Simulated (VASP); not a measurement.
# LiBeTe (P4/nmm) in VASP: a series of runs, part 2 of 2

VASP 6.6.1.

## 3. Single point, PBE

INCAR reads:

```
SYSTEM = LiBeTe
PREC = Accurate
ENCUT = 520
EDIFF = 1E-7
ISMEAR = -1
SIGMA = 0.1
LREAL = .False.
LASPH = .True.
NELM = 80
ALGO = Fast
ISIF = 2
LWAVE = .False.
LCHARG = .False.
GGA = PE
NBANDS = 20
```

KPOINTS reads:

```
Automatic mesh
0
Gamma
  4 4 3
  0 0 0
```

POSCAR reads:

```
LiBeTe
1.0
    4.1456340000      0.0000000000      0.0000000000
    0.0000000000      4.1456340000      0.0000000000
    0.0000000000      0.0000000000      6.8769530000
Te Li Be
2 2 2
Direct
    0.0000000000      0.5000000000      0.7783000000
    0.5000000000      0.0000000000      0.2217000000
    0.0000000000      0.5000000000      0.3530000000
    0.5000000000      0.0000000000      0.6470000000
    0.0000000000      0.0000000000      0.0000000000
    0.5000000000      0.5000000000      0.0000000000
```

Potentials or basis: VASP PAW PBE potentials, release 64 (Te, Li_sv, Be).

Command:

```
> cat potpaw_PBE.64/Te/POTCAR potpaw_PBE.64/Li_sv/POTCAR potpaw_PBE.64/Be/POTCAR > POTCAR
> mpirun -np 1 vasp_std > vasp.out
```

OUTCAR:

```text
SYSTEM = LiBeTe
   PREC = Accurate
   ENCUT = 520
   EDIFF = 1E-7
   ISMEAR = -1
   LREAL = .False.
   LASPH = .True.
   NELM = 80
   ISIF = 2
   GGA = PE

 ion  position               nearest neighbor table
   1  0.000  0.500  0.778-   5 2.57   6 2.57   5 2.57   6 2.57   3 2.92   4 3.07   4 3.07   4 3.07
                             4 3.07
   2  0.500  0.000  0.222-   5 2.57   6 2.57   6 2.57   5 2.57   4 2.92   3 3.07   3 3.07   3 3.07
                             3 3.07
   3  0.000  0.500  0.353-   1 2.92   2 3.07   2 3.07   2 3.07   2 3.07
   4  0.500  0.000  0.647-   2 2.92   1 3.07   1 3.07   1 3.07   1 3.07
   5  0.000  0.000  0.000-   1 2.57   2 2.57   1 2.57   2 2.57
   6  0.500  0.500  0.000-   1 2.57   2 2.57   2 2.57   1 2.57

  LATTYP: Found a simple tetragonal cell.
 ALAT       =     4.1456340000
 C/A-ratio  =     1.6588422905

  Lattice vectors:

 A1 = (   4.1456340000,   0.0000000000,   0.0000000000)
 A2 = (   0.0000000000,   4.1456340000,   0.0000000000)
 A3 = (   0.0000000000,   0.0000000000,   6.8769530000)

Analysis of symmetry for initial positions (statically):
=====================================================================
 Subroutine PRICEL returns:
 Original cell was already a primitive cell.

 Routine SETGRP: Setting up the symmetry group for a
 simple tetragonal supercell.

 Subroutine GETGRP returns: Found 16 space group operations
 (whereof  8 operations were pure point group operations)
 out of a pool of 16 trial point group operations.

The static configuration has the point symmetry D_2d.
 The point group associated with its full space group is D_4h.

Analysis of symmetry for dynamics (positions and initial velocities):
=====================================================================
 Subroutine PRICEL returns:
 Original cell was already a primitive cell.

 Routine SETGRP: Setting up the symmetry group for a
 simple tetragonal supercell.

 Subroutine GETGRP returns: Found 16 space group operations
 (whereof  8 operations were pure point group operations)
[... 122 lines left out ...]
   LORBIT       =      0    0 simple, 1 ext, 2 COOP (PROOUT), +10 PAW based schemes
   GGA     = PE    functional components
   LHFCALC =     F    Hartree Fock is set to
   AEXX    =    0.0000 exact exchange contribution
   IVDW    =     0    specifies the selected vdW correction
   LEPSILON=     F    determine dielectric tensor
   LRPA    =     F    only Hartree local field effects (RPA)
 non-spin polarized calculation
 RMM-DIIS sequential band-by-band and
  energy-cutoff  :      520.00
  volume of cell :      118.19
 maximum number of plane-waves:      3197
 NGX is ok and might be reduce to    32
   NGX = 15   NGY = 15   NGZ = 25

 number of electron      21.9999992 magnetization

 Free energy of the ion-electron system (eV)
  ---------------------------------------------------
  ext. energy  EPLUGINS =         0.00000000
  ---------------------------------------------------
  free energy    TOTEN  =       -17.64577017 eV

  energy without entropy =      -17.50050074  energy(sigma->0) =      -17.57313545

 E-fermi :   6.1432     XC(G=0):  -8.8856

 val. band max:        6.0976424703   @ k =   0.0000   0.0000   0.0000
 cond. band min:       6.1493881630   @ k =   0.5000   0.0000   0.3333
 fundamental gap:      0.0517456927
 Fermi energy:         6.1432470402

 k-point     1 :       0.0000    0.0000    0.0000
  band No.  band energies     occupation
      1     -41.8220      2.00000
      2     -41.8200      2.00000
      3      -7.6936      2.00000
      4      -6.6304      2.00000
      5      -0.6471      2.00000
      6       1.3844      2.00000
[... 265 lines left out ...]
     19      12.1336      0.00000
     20      12.1336      0.00000

------------------------ aborting loop because EDIFF is reached ----------------------------------------

  FORCE on cell =-STRESS in cart. coord.  units (eV):
  Direction    XX          YY          ZZ          XY          YZ          ZX
  --------------------------------------------------------------------------------------
  -------------------------------------------------------------------------------------
  Total        0.3766633      0.3766633     -1.7754001      0.0000000      0.0000000      0.0000000
  in kB        5.1060596      5.1060596    -24.0673826      0.0000000      0.0000000      0.0000000
  external PRESSURE =      -4.6184211 kB  Pullay stress =       0.0000000 kB

 VOLUME and BASIS-vectors are now :
 -----------------------------------------------------------------------------
  energy-cutoff  :      520.00
  volume of cell :      118.19
      direct lattice vectors                 reciprocal lattice vectors
     4.145634000  0.000000000  0.000000000     0.241217628  0.000000000  0.000000000
     0.000000000  4.145634000  0.000000000     0.000000000  0.241217628  0.000000000
     0.000000000  0.000000000  6.876953000     0.000000000  0.000000000  0.145413238

 POSITION                                       TOTAL-FORCE (eV/Angst)
 -----------------------------------------------------------------------------------
      0.00000      2.07282      5.35233        -0.000000     -0.000000      0.135404
      2.07282      0.00000      1.52462         0.000000      0.000000     -0.135404
      0.00000      2.07282      2.42756         0.000000      0.000000     -0.074201
      2.07282      0.00000      4.44939        -0.000000      0.000000      0.074201
      0.00000      0.00000      0.00000         0.000000      0.000000      0.000000
      2.07282      2.07282      0.00000        -0.000000      0.000000      0.000000
 -----------------------------------------------------------------------------------
    total drift:                                0.000000      0.000000     -0.000000

  FREE ENERGIE OF THE ION-ELECTRON SYSTEM (eV)
  ---------------------------------------------------
  free  energy   TOTEN  =       -17.6457701698 eV

  energy  without entropy=      -17.5005007396  energy(sigma->0) =      -17.57313545
```

stdout:

```text
POSCAR found type information on POSCAR TeLiBe
 POSCAR found :  3 types and       6 ions
 scaLAPACK will be used
 LDA part: xc-table for (Slater+PW92), standard interpolation
 POSCAR, INCAR and KPOINTS ok, starting setup
 FFT: planning ... GRIDC
[... 15 lines left out ...]
 num prob RMM:  31    -0.176457697491E+02   -0.85472E-07   -0.16290E-06   382   0.339E-03    0.675E-04
WARNING in EDDRMM: call to ZHEGV failed, returncode =   8  4     12
 num prob RMM:  32    -0.176457698729E+02   -0.12378E-06   -0.15129E-06   410   0.338E-03    0.784E-04
WARNING in EDDRMM: call to ZHEGV failed, returncode =   6  3     13
WARNING in EDDRMM: call to ZHEGV failed, returncode =   8  4     17
 num prob RMM:  33    -0.176457699973E+02   -0.12442E-06   -0.12887E-06   365   0.330E-03    0.782E-04
 num prob  num prob RMM:  34    -0.176457700820E+02   -0.84674E-07   -0.11438E-06   396   0.327E-03    0.869E-04
WARNING in EDDRMM: call to ZHEGV failed, returncode =   8  4     16
```

It took 54 s on 1 thread of AMD EPYC 9R45 (Zen 5), shared host; peak memory 0.19 GiB.

What came out:

| Item | Value |
| --- | --- |
| Free energy | -17.6458 eV |
| Largest force | 0.135 eV/Å |
| Band gap on the k mesh | none (metal or under the smearing width) |

Forces on the atoms (eV/Å):
```
Te   0.000  0.000  0.135
Te   0.000  0.000 -0.135
Li   0.000  0.000 -0.074
Li   0.000  0.000  0.074
Be   0.000  0.000  0.000
Be   0.000  0.000  0.000
```

Caveat: the k mesh is coarse (spacing up to 0.38 Å⁻¹), so the values aren't converged; the cutoff is under 1.25 times the usual one of these potentials, so pressure, stress and relaxed cells hold a basis-set (Pulay) error. Spin-orbit coupling is left out, which matters for the levels of Te.

## 4. Single point, LDA

INCAR reads:

```
SYSTEM = LiBeTe
PREC = Accurate
ENCUT = 520
EDIFF = 1E-6
ISMEAR = -1
SIGMA = 0.1
LREAL = .False.
LASPH = .True.
NELM = 60
ALGO = Normal
ISIF = 2
LWAVE = .False.
LCHARG = .False.
NBANDS = 20
```

KPOINTS reads:

```
Automatic mesh
0
Gamma
  4 4 3
  0.5 0.5 0.5
```

POSCAR is that of step 3.

Potentials or basis: VASP PAW LDA potentials, release 64 (Te, Li_sv, Be).

Command:

```
> cat potpaw_LDA.64/Te/POTCAR potpaw_LDA.64/Li_sv/POTCAR potpaw_LDA.64/Be/POTCAR > POTCAR
> mpirun -np 1 vasp_std > vasp.out
```

OUTCAR:

```text
SYSTEM = LiBeTe
   PREC = Accurate
   ENCUT = 520
   EDIFF = 1E-6
   ISMEAR = -1
   LREAL = .False.
   LASPH = .True.
   NELM = 60
   ISIF = 2

 ion  position               nearest neighbor table
   1  0.000  0.500  0.778-   5 2.57   6 2.57   5 2.57   6 2.57   3 2.92   4 3.07   4 3.07   4 3.07
                             4 3.07
   2  0.500  0.000  0.222-   5 2.57   6 2.57   6 2.57   5 2.57   4 2.92   3 3.07   3 3.07   3 3.07
                             3 3.07
   3  0.000  0.500  0.353-   1 2.92   2 3.07   2 3.07   2 3.07   2 3.07
   4  0.500  0.000  0.647-   2 2.92   1 3.07   1 3.07   1 3.07   1 3.07
[... 329 lines left out ...]
  -------------------------------------------------------------------------------------
  Total       -3.2967620     -3.2967620     -1.3022024      0.0000000      0.0000000      0.0000000
  in kB      -44.6910136    -44.6910136    -17.6526986      0.0000000      0.0000000      0.0000000
  external PRESSURE =     -35.6782419 kB  Pullay stress =       0.0000000 kB

 VOLUME and BASIS-vectors are now :
 -----------------------------------------------------------------------------
  energy-cutoff  :      520.00
  volume of cell :      118.19
      direct lattice vectors                 reciprocal lattice vectors
     4.145634000  0.000000000  0.000000000     0.241217628  0.000000000  0.000000000
     0.000000000  4.145634000  0.000000000     0.000000000  0.241217628  0.000000000
     0.000000000  0.000000000  6.876953000     0.000000000  0.000000000  0.145413238

 POSITION                                       TOTAL-FORCE (eV/Angst)
 -----------------------------------------------------------------------------------
      0.00000      2.07282      5.35233         0.000000      0.000000     -0.097598
      2.07282      0.00000      1.52462        -0.000000     -0.000000      0.097598
      0.00000      2.07282      2.42756        -0.000000     -0.000000      0.065508
      2.07282      0.00000      4.44939         0.000000     -0.000000     -0.065508
      0.00000      0.00000      0.00000         0.000000     -0.000000      0.000000
      2.07282      2.07282      0.00000         0.000000      0.000000      0.000000
 -----------------------------------------------------------------------------------
    total drift:                                0.000000      0.000000     -0.000000

  FREE ENERGIE OF THE ION-ELECTRON SYSTEM (eV)
  ---------------------------------------------------
  free  energy   TOTEN  =       -19.9729707451 eV

  energy  without entropy=      -19.8268099087  energy(sigma->0) =      -19.89989033
```

OSZICAR:

```text
N       E                     dE             d eps       ncg     rms          rms(c)
DAV:   1     0.889117173521E+02    0.88912E+02   -0.86904E+03   240   0.982E+02
DAV:   2    -0.785913190902E+01   -0.96771E+02   -0.93320E+02   296   0.196E+02
DAV:   3    -0.194012736033E+02   -0.11542E+02   -0.11412E+02   412   0.470E+01
DAV:   4    -0.200062497390E+02   -0.60498E+00   -0.59827E+00   364   0.125E+01
DAV:   5    -0.200430729417E+02   -0.36823E-01   -0.36808E-01   344   0.249E+00    0.101E+01
DAV:   6    -0.199896733159E+02    0.53400E-01   -0.49968E-02   332   0.102E+00    0.595E+00
DAV:   7    -0.199732478390E+02    0.16425E-01   -0.40421E-02   320   0.848E-01    0.875E-01
DAV:   8    -0.199731289819E+02    0.11886E-03   -0.38614E-03   332   0.339E-01    0.412E-01
DAV:   9    -0.199729815364E+02    0.14745E-03   -0.10232E-03   300   0.137E-01    0.328E-02
DAV:  10    -0.199729716290E+02    0.99074E-05   -0.76737E-05   280   0.432E-02    0.186E-02
DAV:  11    -0.199729707862E+02    0.84281E-06   -0.10850E-05   332   0.132E-02    0.575E-03
DAV:  12    -0.199729707451E+02    0.41120E-07   -0.93235E-07   192   0.542E-03
   1 F= -.19972971E+02 E0= -.19899890E+02  d E =-.146161E+00
```

stdout:

```text
POSCAR found type information on POSCAR TeLiBe
 POSCAR found :  3 types and       6 ions
 scaLAPACK will be used
 LDA part: xc-table for (Slater(with rela. corr.)+CA(PZ))
 , standard interpolation
 POSCAR, INCAR and KPOINTS ok, starting setup
 FFT: planning ... GRIDC
 FFT: planning ... GRID_SOFT
 FFT: planning ... GRID
 WAVECAR not read
 entering main loop
```

It took 8.4 s on 1 thread of AMD EPYC 9R45 (Zen 5), shared host; peak memory 0.15 GiB.

Results:

```
Free energy            : -19.9730 eV
Largest force          : 0.098 eV/Å
Band gap on the k mesh : none (metal or under the smearing width)
```

Forces on the atoms (eV/Å):
```
Te   0.000  0.000 -0.098
Te   0.000  0.000  0.098
Li   0.000  0.000  0.066
Li   0.000  0.000 -0.066
Be   0.000  0.000  0.000
Be   0.000  0.000  0.000
```

Caveat: the k mesh is coarse (spacing up to 0.38 Å⁻¹), so the values aren't converged; the cutoff is under 1.25 times the usual one of these potentials, so pressure, stress and relaxed cells hold a basis-set (Pulay) error. The run has no spin-orbit coupling, so splittings on Te are missing.
